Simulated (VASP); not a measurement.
# Ni2HgP2 (I4/mmm) in VASP: a series of runs

The runs below take Ni2HgP2 through single point, relaxation of cell and atoms, with PBE.

All numbers are computed with VASP 6.6.1; they aren't measurements. Logs are shortened: lines on timing, memory, paths and dates and some standing lists are left out, and cuts for length are marked.

**1. The crystal as given**

Symmetry: I4/mmm, No. 139, tetragonal system. Conventional cell: a = 4.075 Å, b = 4.075 Å, c = 8.861 Å, α = 90.00°, β = 90.00°, γ = 90.00°. Around P (site symmetry 4mm) lie 1 P at 2.29 Å and 4 Ni at 2.30 Å. Hg (site symmetry 4/mmm) has 8 Ni at 3.01 Å and 10 P at 3.10 to 3.28 Å as nearest neighbours. Ni (site symmetry -4m2) has 4 P at 2.30 Å as nearest neighbours.

The cell was built by a generator and needn't be a form met in nature.

**2. Single point, PBE**

Contents of INCAR:

```
PREC = Accurate ; ENCUT = 520
EDIFF = 1E-7 ; ISMEAR = -1
SIGMA = 0.1 ; LREAL = F
LASPH = T ; NELM = 60
ALGO = Normal ; ISIF = 2
LWAVE = F ; LCHARG = F
GGA = PE ; NBANDS = 29
```

Contents of KPOINTS:

```
Automatic mesh
0
Gamma
  5 5 5
```

Contents of POSCAR:

```
Ni2HgP2
1.0
    0.0000000000      4.0749996334      0.0000000000
    4.0749996334      0.0000000000      0.0000000000
    2.0374998167      2.0374998167     -4.4307189376
P Hg Ni
2 1 2
Direct
    0.3707071087      0.3707071087      0.2585857826
    0.6292928913      0.6292928913      0.7414142174
    0.0000000000      0.0000000000      0.0000000000
    0.7500000000      0.2500000000      0.5000000000
    0.2500000000      0.7500000000      0.5000000000
```

Potentials or basis: VASP PAW PBE potentials, release 64 (P, Hg, Ni).

Run with:

```console
> cat potpaw_PBE.64/P/POTCAR potpaw_PBE.64/Hg/POTCAR potpaw_PBE.64/Ni/POTCAR > POTCAR
> mpirun -np 1 vasp_std > vasp.out
```

OUTCAR:

```text
PREC = Accurate
   ENCUT = 520
   EDIFF = 1E-7
   ISMEAR = -1
   LREAL = F
   LASPH = T
   NELM = 60
   ISIF = 2
   GGA = PE

 ion  position               nearest neighbor table
   1  0.371  0.371  0.259-   2 2.29   5 2.30   4 2.30   5 2.30   4 2.30   3 3.10   3 3.10   3 3.10
                             3 3.10   3 3.28
   2  0.629  0.629  0.741-   1 2.29   4 2.30   5 2.30   4 2.30   5 2.30   3 3.10   3 3.10   3 3.10
                             3 3.10   3 3.28
   3  0.000  0.000  0.000-   4 3.01   5 3.01   4 3.01   5 3.01   4 3.01   5 3.01   4 3.01   5 3.01
                             2 3.10   1 3.10   2 3.10   1 3.10   2 3.10   1 3.10   2 3.10   1 3.10
   4  0.750  0.250  0.500-   1 2.30   2 2.30   1 2.30   2 2.30   5 2.88   5 2.88   5 2.88   5 2.88
                             3 3.01   3 3.01   3 3.01   3 3.01
   5  0.250  0.750  0.500-   1 2.30   2 2.30   1 2.30   2 2.30   4 2.88   4 2.88   4 2.88   4 2.88
                             3 3.01   3 3.01   3 3.01   3 3.01

  LATTYP: Found a body centered tetragonal cell.
 ALAT       =     4.0749996334
 C/A-ratio  =     2.1745861773

  Lattice vectors:

 A1 = (  -2.0374998167,   2.0374998167,   4.4307189376)
 A2 = (   2.0374998167,  -2.0374998167,   4.4307189376)
 A3 = (   2.0374998167,   2.0374998167,  -4.4307189376)

Analysis of symmetry for initial positions (statically):
=====================================================================
 Subroutine PRICEL returns:
 Original cell was already a primitive cell.

 Routine SETGRP: Setting up the symmetry group for a
 body centered tetragonal supercell.

 Subroutine GETGRP returns: Found 16 space group operations
 (whereof 16 operations were pure point group operations)
 out of a pool of 16 trial point group operations.

The static configuration has the point symmetry D_4h.

Analysis of symmetry for dynamics (positions and initial velocities):
=====================================================================
 Subroutine PRICEL returns:
 Original cell was already a primitive cell.

 Routine SETGRP: Setting up the symmetry group for a
 body centered tetragonal supercell.

 Subroutine GETGRP returns: Found 16 space group operations
 (whereof 16 operations were pure point group operations)
 out of a pool of 16 trial point group operations.

The dynamic configuration has the point symmetry D_4h.

 Subroutine INISYM returns: Found 16 space group operations
 (whereof 16 operations are pure point group operations),
 and found     1 'primitive' translations

----------------------------------------------------------------------------------------

                                     Primitive cell

  volume of cell :      73.5748

  direct lattice vectors                    reciprocal lattice vectors
     0.000000000  4.074999633  0.000000000     0.000000000  0.245398795  0.112848503
     4.074999633  0.000000000  0.000000000     0.245398795  0.000000000  0.112848503
     2.037499817  2.037499817 -4.430718938     0.000000000  0.000000000 -0.225697006

  length of vectors
     4.074999633  4.074999633  5.285270221     0.270102487  0.270102487  0.225697006

  position of ions in fractional coordinates (direct lattice)
     0.370707109  0.370707109  0.258585783
     0.629292891  0.629292891  0.741414217
     0.000000000  0.000000000  0.000000000
     0.750000000  0.250000000  0.500000000
     0.250000000  0.750000000  0.500000000

  ion indices of the primitive-cell ions
   primitive index   ion index
                 1           1
                 2           2
                 3           3
                 4           4
                 5           5

----------------------------------------------------------------------------------------

 KPOINTS: Automatic mesh

Automatic generation of k-mesh.
 Grid dimensions read from file:
 generate k-points for:    5    5    5

 Generating k-lattice:

  Cartesian coordinates                     Fractional coordinates (reciprocal lattice)
     0.000000000  0.049079759  0.022569701     0.200000000  0.000000000  0.000000000
     0.049079759  0.000000000  0.022569701     0.000000000  0.200000000  0.000000000
     0.000000000  0.000000000 -0.045139401     0.000000000  0.000000000  0.200000000

  Length of vectors
     0.054020497  0.054020497  0.045139401

  Shift w.r.t. Gamma in fractional coordinates (k-lattice)
     0.000000000  0.000000000  0.000000000

 Subroutine IBZKPT returns following result:
 ===========================================

 Found     18 irreducible k-points:

 Following reciprocal coordinates:
            Coordinates               Weight
  0.000000  0.000000  0.000000      1.000000
  0.200000  0.000000  0.000000      8.000000
  0.400000  0.000000  0.000000      8.000000
  0.200000  0.200000  0.000000      8.000000
  0.400000  0.200000  0.000000     16.000000
 -0.400000  0.200000  0.000000     16.000000
[... 10 lines left out ...]
  0.000000  0.000000  0.400000      2.000000
 -0.200000  0.000000  0.400000      4.000000
   k-points           NKPTS =     18   k-points in BZ     NKDIM =     18   number of bands    NBANDS=     29
   number of dos      NEDOS =    301   number of ions     NIONS =      5
   total plane-waves  NPLWV =  36000
   dimension x,y,z NGX =    30 NGY =   30 NGZ =   40
   dimension x,y,z NGXF=    60 NGYF=   60 NGZF=   80
   ions per type =               2   1   2
   NGX,Y,Z   is equivalent  to a cutoff of  12.24, 12.24, 12.58 a.u.
   NGXF,Y,Z  is equivalent  to a cutoff of  24.48, 24.48, 25.16 a.u.
 SYSTEM =  unknown system
   PREC   = accura    normal or accurate (medium, high low for compatibility)
   ISTART =      0    job   : 0-new  1-cont  2-samecut
   ICHARG =      2    charge: 1-file 2-atom 10-const
   ISPIN  =      1    spin polarized calculation?
   LNONCOLLINEAR =      F non collinear calculations
   LSORBIT =      F    spin-orbit coupling
   LASPH  =      T    aspherical Exc in radial PAW
   ENCUT  =  520.0 eV  38.22 Ry    6.18 a.u.   7.58  7.58  9.83*2*pi/ulx,y,z
   NELM   =     60;   NELMIN=  2; NELMDL= -5     # of ELM steps
   EDIFF  = 0.1E-06   stopping-criterion for ELM
   LREAL  =      F    real-space projection
   EDIFFG = 0.1E-05   stopping-criterion for IOM
   NSW    =      0    number of steps for IOM
   IBRION =     -1    ionic relax: 0-MD 1-quasi-New 2-CG
   NFREE  =      0    steps in history (QN), initial steepest desc. (CG)
   ISIF   =      2    stress and relaxation
   ISYM   =      2    0-nonsym 1-usesym 2-fastsym
   POTIM  = 0.5000    time-step for ionic-motion
   TEBEG  =    0.0;   TEEND  =   0.0 temperature during run
   PSTRESS=    0.0 pullay stress
   NELECT =      42.0000    total number of electrons
   NUPDOWN=      -1.0000    fix difference up-down
   EMIN   =  10.00;   EMAX   =-10.00  energy-range for DOS
   EFERMI =   0.00;   METHOD = LEGACY
   ISMEAR =    -1;   SIGMA  =   0.10  broadening in eV -4-tet -1-fermi 0-gaus
   EFERMI_NEDOS =   21; number of points for ismear=-14 and -15
   IALGO  =     38    algorithm
   IMIX   =      4    mixing-type and parameters
     AMIX     =   0.40;   BMIX     =  1.00
     AMIX_MAG =   1.60;   BMIX_MAG =  1.00
  volume/ion in A,a.u.               =      14.71        99.30
  Fermi-wavevector in a.u.,A,eV,Ry     =   1.358047  2.566337 25.093113  1.844292
  Thomas-Fermi vector in A             =   2.484914
   LORBIT       =      0    0 simple, 1 ext, 2 COOP (PROOUT), +10 PAW based schemes
   GGA     = PE    functional components
   LHFCALC =     F    Hartree Fock is set to
   AEXX    =    0.0000 exact exchange contribution
   IVDW    =     0    specifies the selected vdW correction
   LEPSILON=     F    determine dielectric tensor
   LRPA    =     F    only Hartree local field effects (RPA)
 non-spin polarized calculation
  energy-cutoff  :      520.00
  volume of cell :       73.57
 maximum number of plane-waves:      1996
 NGX is ok and might be reduce to    30
   NGX = 15   NGY = 15   NGZ = 19

 number of electron      41.9999991 magnetization

 Free energy of the ion-electron system (eV)
  ---------------------------------------------------
  ext. energy  EPLUGINS =         0.00000000
  ---------------------------------------------------
  free energy    TOTEN  =       -22.53458284 eV

  energy without entropy =      -22.44345194  energy(sigma->0) =      -22.48901739

 E-fermi :   7.7648     XC(G=0): -11.8082

 val. band max:        7.7201626386   @ k =   0.4000   0.4000   0.0000
 cond. band min:       7.8361430142   @ k =   0.2000   0.2000   0.0000
 fundamental gap:      0.1159803756
 Fermi energy:         7.7647513856

 k-point     1 :       0.0000    0.0000    0.0000
  band No.  band energies     occupation
      1      -6.1852      2.00000
      2      -1.8700      2.00000
      3      -0.3212      2.00000
      4       0.5207      2.00000
      5       0.5442      2.00000
      6       0.5442      2.00000
[... 21 lines left out ...]
     28      13.4858      0.00000
     29      15.2865      0.00000

 k-point     2 :       0.2000    0.0000    0.0000
  band No.  band energies     occupation
      1      -5.8781      2.00000
      2      -2.2650      2.00000
      3       0.0464      2.00000
      4       0.5152      2.00000
      5       0.5817      2.00000
      6       0.6037      2.00000
[... 21 lines left out ...]
     28      13.8187      0.00000
     29      14.2570      0.00000

 k-point     3 :       0.4000    0.0000    0.0000
  band No.  band energies     occupation
      1      -5.1921      2.00000
      2      -2.9272      2.00000
      3       0.0924      2.00000
      4       0.3602      2.00000
      5       0.4884      2.00000
      6       0.6701      2.00000
[... 446 lines left out ...]
      5       0.5914      2.00000
      6       0.7016      2.00000
[... 21 lines left out ...]
     28      12.8157      0.00000
     29      13.7748      0.00000

 k-point    18 :      -0.2000    0.0000    0.4000
  band No.  band energies     occupation
      1      -4.9398      2.00000
      2      -3.9736      2.00000
      3       0.2821      2.00000
      4       0.5809      2.00000
      5       0.6220      2.00000
      6       0.6310      2.00000
[... 21 lines left out ...]
     28      13.6924      0.00000
     29      14.3782      0.00000

------------------------ aborting loop because EDIFF is reached ----------------------------------------

  FORCE on cell =-STRESS in cart. coord.  units (eV):
  Direction    XX          YY          ZZ          XY          YZ          ZX
  --------------------------------------------------------------------------------------
  -------------------------------------------------------------------------------------
  Total        0.1385552      0.1385552      0.0607754      0.0000000     -0.0000000      0.0000000
  in kB        3.0171992      3.0171992      1.3234552      0.0000000     -0.0000000      0.0000000
  external PRESSURE =       2.4526179 kB  Pullay stress =       0.0000000 kB

 VOLUME and BASIS-vectors are now :
 -----------------------------------------------------------------------------
  energy-cutoff  :      520.00
  volume of cell :       73.57
      direct lattice vectors                 reciprocal lattice vectors
     0.000000000  4.074999633  0.000000000     0.000000000  0.245398795  0.112848503
     4.074999633  0.000000000  0.000000000     0.245398795  0.000000000  0.112848503
     2.037499817  2.037499817 -4.430718938     0.000000000  0.000000000 -0.225697006

 POSITION                                       TOTAL-FORCE (eV/Angst)
 -----------------------------------------------------------------------------------
      2.03750      2.03750     -1.14572         0.000000     -0.000000      0.036628
      4.07500      4.07500     -3.28500         0.000000     -0.000000     -0.036628
      0.00000      0.00000      0.00000         0.000000     -0.000000     -0.000000
      2.03750      4.07500     -2.21536         0.000000      0.000000     -0.000000
      4.07500      2.03750     -2.21536        -0.000000      0.000000      0.000000
 -----------------------------------------------------------------------------------
    total drift:                                0.000000     -0.000000      0.000000

  FREE ENERGIE OF THE ION-ELECTRON SYSTEM (eV)
  ---------------------------------------------------
  free  energy   TOTEN  =       -22.5345828437 eV

  energy  without entropy=      -22.4434519412  energy(sigma->0) =      -22.48901739
```

Run time: 22 s. Hardware: 1 thread of Intel Xeon 6975P-C (Granite Rapids), shared host; peak memory 0.2 GiB.

What came out:

```
Free energy            : -22.5346 eV
Pressure               : 0.2 GPa
Largest force          : 0.037 eV/Å
Band gap on the k mesh : none (metal or under the smearing width)
```

Forces on the atoms (eV/Å):
```
P    0.000  0.000  0.037
P    0.000  0.000 -0.037
Hg   0.000  0.000  0.000
Ni   0.000  0.000  0.000
Ni   0.000  0.000  0.000
```

Levels at points of the mesh, in eV from the Fermi level:
```
           k point  band 18  band 19  band 20  band 21  band 22  band 23  band 24  band 25
(0.00, 0.00, 0.00)    -1.28    -0.92    -0.92    -0.61     0.15     0.15     1.98     2.97
```

Spin-orbit coupling is left out, which matters for the levels of Hg. Spin polarisation is off, so any magnetic state and its effect on volume and gap are missing.

**3. Relaxation of cell and atoms, PBE**

This run uses another cell than the first one, of 14.79 Å³/atom, 1.005 times its volume.

Contents of INCAR:

```
PREC = Accurate
ENCUT = 600
EDIFF = 1E-6
ISMEAR = -1
SIGMA = 0.1
LREAL = False
LASPH = True
NELM = 60
ALGO = Normal
ISIF = 3
LWAVE = False
LCHARG = False
GGA = PE
IBRION = 2
NSW = 60
EDIFFG = -0.01
```

KPOINTS is that of step 2.

Contents of POSCAR:

```
Ni2HgP2
1.0
    0.0000000000      3.9479260000      0.0000000000
    3.9479260000      0.0000000000      0.0000000000
    1.9739630000      1.9739630000     -4.7449990000
P Hg Ni
2 1 2
Direct
    0.3760000000      0.3760000000      0.2480000000
    0.6240000000      0.6240000000      0.7520000000
    0.0000000000      0.0000000000      0.0000000000
    0.7500000000      0.2500000000      0.5000000000
    0.2500000000      0.7500000000      0.5000000000
```

Potentials or basis: VASP PAW PBE potentials, release 64 (P, Hg, Ni).

Run with:

```console
> cat potpaw_PBE.64/P/POTCAR potpaw_PBE.64/Hg/POTCAR potpaw_PBE.64/Ni/POTCAR > POTCAR
> mpirun -np 1 vasp_std > vasp.out
```

It took 2 min on 1 thread of Intel Xeon 6975P-C (Granite Rapids), shared host; peak memory 0.25 GiB.

It converged, with:

```yaml
Free_energy: -22.5343 eV
Relaxed_volume: 14.75 Å³/atom
Relaxed_cell: a = 4.079 Å, b = 4.079 Å, c = 5.288 Å, α = 67.31°, β = 67.31°, γ = 90.00°
Space_group_after_relaxing_to_0.05_Å: I4/mmm (No. 139)
Energy_gained_by_relaxing: 25.1 meV/atom
Ionic_steps: 8
Pressure_after_relaxing: -0.1 GPa
Largest_force_after_relaxing: 0.006 eV/Å
Band_gap_on_the_k_mesh: none (metal or under the smearing width)
```

Forces in eV/Å, atoms in the order of the input:
```
P    0.000  0.000  0.006
P    0.000  0.000 -0.006
Hg   0.000  0.000  0.000
Ni   0.000  0.000  0.000
Ni   0.000  0.000  0.000
```

The path:
```
step  energy change (eV)  largest force (eV/Å)  pressure (GPa)  volume (Å³)
   1              0.0000                0.2282           -0.62        73.96
   2             -0.0561                0.1299            0.35        73.33
   3             -0.1063                0.0499            2.49        72.18
   4             -0.1070                0.0417            2.92        71.91
   5             -0.1208                0.1539           -0.61        74.05
   6             -0.1236                0.1261            0.40        73.42
   7             -0.1256                0.0193            0.05        73.68
   8             -0.1256                0.0057           -0.06        73.74
```

Final structure:
```xyz
5
Lattice="0.0000 4.0792 0.0000 4.0792 0.0000 0.0000 2.0396 2.0396 -4.4317" Properties=species:S:1:pos:R:3 pbc="T T T"
P     2.0396    2.0396   -1.1450
P     4.0792    4.0792   -3.2867
Hg    0.0000    0.0000    0.0000
Ni    2.0396    4.0792   -2.2158
Ni    4.0792    2.0396   -2.2158
```

Levels at points of the mesh, in eV from the Fermi level:
| k point | band 18 | band 19 | band 20 | band 21 | band 22 | band 23 | band 24 | band 25 |
| --- | --- | --- | --- | --- | --- | --- | --- | --- |
| (0.00, 0.00, 0.00) | -1.27 | -0.92 | -0.92 | -0.61 | 0.15 | 0.15 | 1.98 | 2.96 |

Spin-orbit coupling is left out, which matters for the levels of Hg. Spin polarisation is off, so any magnetic state and its effect on volume and gap are missing.

**4. Single point, PBE**

Contents of INCAR:

```
SYSTEM = Ni2HgP2
PREC = Accurate
ENCUT = 520
EDIFF = 1E-7
ISMEAR = -1
SIGMA = 0.1
LREAL = .FALSE.
LASPH = .TRUE.
NELM = 100
ALGO = Normal
ISIF = 2
LWAVE = .FALSE.
LCHARG = .FALSE.
GGA = PE
NBANDS = 29
```

Contents of KPOINTS:

```
regular mesh
0
G
  5 5 5
  0 0 0
```

Contents of POSCAR:

```
Ni2HgP2
1.0
    0.0000000000      4.0750114338      0.0000000000
    4.0750114338      0.0000000000      0.0000000000
    2.0375057169      2.0375057169     -4.4307008278
P Hg Ni
2 1 2
Direct
    0.3707069270      0.3707069270      0.2585861461
    0.6292930730      0.6292930730      0.7414138539
    0.0000000000      0.0000000000      0.0000000000
    0.7500000000      0.2500000000      0.5000000000
    0.2500000000      0.7500000000      0.5000000000
```

Run with:

```console
> cat potpaw_PBE.64/P/POTCAR potpaw_PBE.64/Hg/POTCAR potpaw_PBE.64/Ni/POTCAR > POTCAR
> mpirun -np 1 vasp_std > vasp.out
```

It took 24 s on 1 thread of Intel Xeon 6975P-C (Granite Rapids), shared host; peak memory 0.19 GiB.

It converged, with:

```yaml
Free_energy: -22.5346 eV
Pressure: 0.2 GPa
Largest_force: 0.037 eV/Å
Band_gap_on_the_k_mesh: none (metal or under the smearing width)
```

Forces on the atoms (eV/Å):
```
P    0.000  0.000  0.037
P    0.000  0.000 -0.037
Hg   0.000  0.000  0.000
Ni   0.000  0.000  0.000
Ni   0.000  0.000  0.000
```

Stress tensor (GPa, compression positive):
```
0.30 0.00 0.00
0.00 0.30 0.00
0.00 0.00 0.13
```

Levels at points of the mesh, in eV from the Fermi level:
```tsv
k point	band 18	band 19	band 20	band 21	band 22	band 23	band 24	band 25
(0.00, 0.00, 0.00)	-1.28	-0.92	-0.92	-0.61	0.15	0.15	1.98	2.97
```

(Part 1 of 2 ends here.)
